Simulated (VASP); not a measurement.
# RuSe (Pm-3m) in VASP: further runs, part 2 of 2

VASP 6.6.1. Earlier steps stand in the parts before.

### 4 Single point, PBEsol+U, collinear spin, antiferromagnetic start

This run uses another cell than the first one: it holds 4 atoms, not 2.

Input file INCAR:

```
ALGO = Fast
EDIFF = 1E-6
ENCUT = 520
GGA = PS
ISIF = 2
ISMEAR = 0
ISPIN = 2
LASPH = True
LCHARG = True
LDAU = True
LDAUJ = 0 0
LDAUL = 2 -1
LDAUPRINT = 1
LDAUTYPE = 2
LDAUU = 7 0
LELF = True
LMAXMIX = 4
LORBIT = 11
LREAL = False
LVHAR = True
LWAVE = False
MAGMOM = 1 -1 0 0
NBANDS = 32
NELM = 60
PREC = Accurate
SIGMA = 0.05
```

Input file KPOINTS:

```
k-points
0
Gamma
  6 6 3
```

Input file POSCAR:

```
RuSe
1.0
    3.1876923100      0.0000000000      0.0000000000
    0.0000000000      3.1876923100      0.0000000000
    0.0000000000      0.0000000000      6.3753846200
Ru Se
2 2
Direct
    0.0000000000      0.0000000000      0.0000000000
    0.0000000000      0.0000000000      0.5000000000
    0.5000000000      0.5000000000      0.2500000000
    0.5000000000      0.5000000000      0.7500000000
```

Started as:

```
$ cat potpaw_PBE.64/Ru_pv/POTCAR potpaw_PBE.64/Se/POTCAR > POTCAR
$ mpirun -np 1 vasp_std > vasp.out
```

Wall time 3 min (1 thread of AMD EPYC 7R43 (Zen 3), shared host); peak memory 0.18 GiB.

The run converged. Its results:

```
Free energy                                           : -13.8185 eV
Pressure                                              : 13.8 GPa
Band gap on the k mesh                                : none (metal or under the smearing width)
Net moment                                            : 0.00 μB per cell
Site moments                                          : Ru +2.88, -2.88; Se +0.00 μB
Valence electrons inside the program's atomic spheres : Ru 12.40; Se 3.90
```

Stress tensor (GPa, compression positive):
```
13.90  0.00  0.00
 0.00 13.90  0.00
 0.00  0.00 13.56
```

Levels at points of the mesh, in eV from the Fermi level:
Spin up:
| k point | band 16 | band 17 | band 18 | band 19 | band 20 | band 21 | band 22 | band 23 | band 24 | band 25 |
| --- | --- | --- | --- | --- | --- | --- | --- | --- | --- | --- |
| (0.00, 0.00, 0.00) | -1.58 | -1.53 | -1.52 | -1.52 | -0.76 | -0.76 | 1.36 | 2.25 | 3.83 | 3.83 |
| (0.50, 0.00, 0.00) | -4.17 | -2.97 | -1.61 | -0.77 | 0.21 | 0.37 | 1.42 | 3.15 | 3.33 | 3.62 |
| (0.50, 0.50, 0.00) | -3.00 | -3.00 | -2.48 | -2.03 | 0.20 | 2.13 | 2.13 | 2.15 | 2.41 | 2.85 |
Spin down:
| k point | band 17 | band 18 | band 19 | band 20 | band 21 | band 22 | band 23 | band 24 |
| --- | --- | --- | --- | --- | --- | --- | --- | --- |
| (0.00, 0.00, 0.00) | -1.53 | -1.52 | -1.52 | -0.76 | -0.76 | 1.36 | 2.25 | 3.83 |
| (0.50, 0.00, 0.00) | -2.97 | -1.61 | -0.77 | 0.21 | 0.37 | 1.42 | 3.15 | 3.33 |
| (0.50, 0.50, 0.00) | -3.00 | -2.48 | -2.03 | 0.20 | 2.13 | 2.13 | 2.15 | 2.41 |

Eigenvalues of the final occupation matrices:
```csv
site,spin,trace,eigenvalues
site 1 d,1,4.47,0.88 0.89 0.90 0.90 0.90
site 1 d,2,1.58,0.19 0.19 0.19 0.24 0.78
site 2 d,1,1.58,0.19 0.19 0.19 0.24 0.78
site 2 d,2,4.47,0.88 0.89 0.90 0.90 0.90
```

Caveat: the PAW data sets were made with another functional, which shifts forces and pressure a little.

### 5 Single point, PBEsol+U, collinear spin, ferromagnetic start

Input file INCAR:

```
  PREC = Accurate
  ENCUT = 520
  EDIFF = 1E-6
  ISMEAR = 0
  SIGMA = 0.05
  LREAL = F
  LASPH = T
  NELM = 80
  ALGO = Fast
  ISIF = 2
  LWAVE = F
  LCHARG = T
  ISPIN = 2
  MAGMOM = 1 0
  LORBIT = 11
  NUPDOWN = 0
  LMAXMIX = 4
  LDAU = T
  LDAUTYPE = 2
  LDAUL = 2 -1
  LDAUU = 7 0
  LDAUJ = 0 0
  LDAUPRINT = 1
  GGA = PS
  LELF = T
  LVHAR = T
```

Input file KPOINTS:

```
regular mesh
0
Gamma
  6 6 6
```

Input file POSCAR:

```
RuSe
1.0
    3.1876923100      0.0000000000      0.0000000000
    0.0000000000      3.1876923100      0.0000000000
    0.0000000000      0.0000000000      3.1876923100
Ru Se
1 1
Direct
    0.0000000000      0.0000000000      0.0000000000
    0.5000000000      0.5000000000      0.5000000000
```

Started as:

```
$ cat potpaw_PBE.64/Ru_pv/POTCAR potpaw_PBE.64/Se/POTCAR > POTCAR
$ mpirun -np 1 vasp_std > vasp.out
```

Run time: 1.7 min. Hardware: 1 thread of AMD EPYC 7R43 (Zen 3), shared host; peak memory 0.12 GiB.

It converged, with:

| Property | Result |
| --- | --- |
| Free energy | -5.2947 eV |
| Pressure | -16.1 GPa |
| Net moment | 0.00 μB per cell |
| Site moments | Ru -0.04; Se +0.01 μB |
| Valence electrons inside the program's atomic spheres | Ru 12.54; Se 3.69 |

Eigenvalues of the final occupation matrices:
```tsv
site	spin	trace	eigenvalues
site 1 d	1	3.07	0.43 0.43 0.74 0.74 0.74
site 1 d	2	3.12	0.52 0.52 0.69 0.69 0.69
```

Caveat: the PAW data sets were made with another functional, which shifts forces and pressure a little; the total moment is fixed, so each spin has its own Fermi level. The state reached can hang on the start; a lower one may exist.

### 6 Single point, PBEsol+U, collinear spin, ferromagnetic start

Input file INCAR:

```
SYSTEM = RuSe
ALGO = Normal
EDIFF = 1E-7
ENCUT = 520
GGA = PS
ISIF = 2
ISMEAR = 0
ISPIN = 2
LASPH = .TRUE.
LCHARG = .TRUE.
LDAU = .TRUE.
LDAUJ = 0 0
LDAUL = 2 -1
LDAUPRINT = 1
LDAUTYPE = 2
LDAUU = 3 0
LELF = .TRUE.
LMAXMIX = 4
LORBIT = 11
LREAL = .FALSE.
LVHAR = .TRUE.
LWAVE = .FALSE.
MAGMOM = 1 0
NBANDS = 21
NELM = 60
PREC = Accurate
SIGMA = 0.05
```

Input file KPOINTS:

```
k-points
0
G
  6 6 6
  0 0 0
```

POSCAR is that of step 5.

Potentials or basis: VASP PAW PBE potentials, release 64 (Ru_pv, Se).

Started as:

```
$ cat potpaw_PBE.64/Ru_pv/POTCAR potpaw_PBE.64/Se/POTCAR > POTCAR
$ mpirun -np 1 vasp_std > vasp.out
```

Run time: 47 s. Hardware: 1 thread of AMD EPYC 7R43 (Zen 3), shared host; peak memory 0.13 GiB.

The run converged. Its results:

| Property | Result |
| --- | --- |
| Free energy | -10.0227 eV |
| Pressure | -13.1 GPa |
| Band gap on the k mesh | none (metal or under the smearing width) |
| Net moment | 1.41 μB per cell |
| Site moments | Ru +1.45; Se -0.01 μB |
| Valence electrons inside the program's atomic spheres | Ru 12.48; Se 3.73 |

Levels at points of the mesh, in eV from the Fermi level:
Spin up:
```
           k point  band 8  band 9  band 10  band 11  band 12  band 13  band 14  band 15
(0.00, 0.00, 0.00)   -1.53   -1.53    -1.52    -1.52    -1.52     2.43     8.41     8.41
(0.50, 0.00, 0.00)   -4.03   -1.37    -0.91     2.58     2.58     5.47     6.22     8.79
(0.50, 0.50, 0.00)   -2.48   -2.48    -1.48    -1.01     0.10     2.68    10.35    10.35
(0.50, 0.50, 0.50)   -0.95   -0.95     2.17     2.17     2.17     2.65     2.65     2.65
```
Spin down:
```csv
k point,band 6,band 7,band 8,band 9,band 10,band 11,band 12,band 13
"(0.00, 0.00, 0.00)",-2.83,-1.53,-1.53,-1.53,-0.02,-0.02,-0.02,2.72
"(0.50, 0.00, 0.00)",-3.25,-3.25,-2.11,0.18,1.25,3.30,3.30,5.60
"(0.50, 0.50, 0.00)",-5.83,-2.69,-1.11,-1.11,-0.19,0.07,1.38,3.79
"(0.50, 0.50, 0.50)",-6.68,-6.68,1.45,1.45,2.77,2.77,2.77,3.27
```

Eigenvalues of the final occupation matrices:
```csv
site,spin,trace,eigenvalues
site 1 d,1,3.80,0.70 0.70 0.70 0.84 0.84
site 1 d,2,2.35,0.45 0.45 0.49 0.49 0.49
```

Caveat: the PAW data sets were made with another functional, which shifts forces and pressure a little.

### 7 Summary

```tsv
level	spin	U	fixed moment (μB)	k mesh	supercell matrix	gap on the mesh (eV)	pressure (GPa)	moment (μB)
PBE+U	collinear, ferromagnetic start	Ru d U = 3 eV	4	6 × 6 × 6	-	-	28.1	4.00
PBEsol+U	collinear, ferromagnetic start	Ru d U = 7 eV	-	6 × 6 × 6	-	none	-1.0	1.86
PBEsol+U	collinear, antiferromagnetic start	Ru d U = 7 eV	-	6 × 6 × 3	[1, 0, 0, 0, 1, 0, 0, 0, 2]	none	13.8	0.00
PBEsol+U	collinear, ferromagnetic start	Ru d U = 7 eV	0	6 × 6 × 6	-	-	-16.1	0.00
PBEsol+U	collinear, ferromagnetic start	Ru d U = 3 eV	-	6 × 6 × 6	-	none	-13.1	1.41
```

Alike in all rows: task single point; potentials or basis VASP PAW PBE potentials, release 64 (Ru_pv, Se); cell as given; cutoff (eV) 520; smearing gaussian 0.05 eV.

Every run on the cell as given and a fine mesh finds a metal. The pressure there spans -16.1 GPa (PBEsol+U) to 28.1 GPa (PBE+U); a positive pressure means that this level wants a larger cell, a negative one a smaller.

Caveats: the PAW data sets were made with another functional, which shifts forces and pressure a little (some runs); the total moment is fixed, so each spin has its own Fermi level (some runs); the moment is held away from its start (some runs); a pressure of tens of GPa on the cell as given is suspect, and the run, the potentials or the cell itself is likely at fault (some runs).

Absolute energies hang on the potentials; compare differences alone.
